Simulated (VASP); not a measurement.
```xyz
3
Lattice="-1.5967 1.5967 3.9046 1.5967 -1.5967 3.9046 1.5967 1.5967 -3.9046" Properties=species:S:1:pos:R:3 pbc="T T T"
Si     0.0000     0.0000     5.1931
Si     0.0000     0.0000     2.6161
Mo     0.0000     0.0000     0.0000
```

Method: PBE GGA, VASP's PBE PAW potentials (set 64) (plane waves; VASP 6.6.1). Run with 300 eV cut-off, 10×10×10 Γ-centred mesh, Gaussian smearing of 0.10 eV, potentials Si Mo_sv.

**Question.** Give the energies of bands 6 to 16 at the high-symmetry points, in eV from the Fermi level.

**Answer.** 
```
band      Γ      X      P      N       M      S      R
----  -----  -----  -----  -----  ------  -----  -----
6     -6.40  -6.70  -6.27  -9.51  -10.11  -8.97  -7.81
7     -3.33  -5.64  -6.27  -4.94   -3.53  -6.81  -5.53
8     -3.04  -5.15  -6.16  -4.47   -2.17  -2.77  -4.44
9     -2.61  -4.43  -2.68  -2.56   -0.53  -2.47  -3.78
10    -2.61  -3.03  -2.04  -2.55   -0.53  -2.23  -2.90
11     0.42  -1.16  -2.04  -0.47   -0.45  -0.37  -1.75
12     3.22   2.40   0.38   2.34   -0.45   1.60   1.85
13     3.25   2.83   2.40   3.15    0.56   3.07   2.13
14     3.59   3.25   4.11   4.21    4.85   3.71   2.71
15     3.59   3.44   4.11   4.30    5.30   4.63   4.96
16     4.20   4.85   4.33   5.56    6.11   4.68   5.59
```

It has no gap at this level: it comes out as a metal or semimetal.

The structure is a typed MoSi2 crystal. The cell was not relaxed at this level. The run is one of a series of settings (NBANDS = 23 against the base run), some of them coarse on purpose.
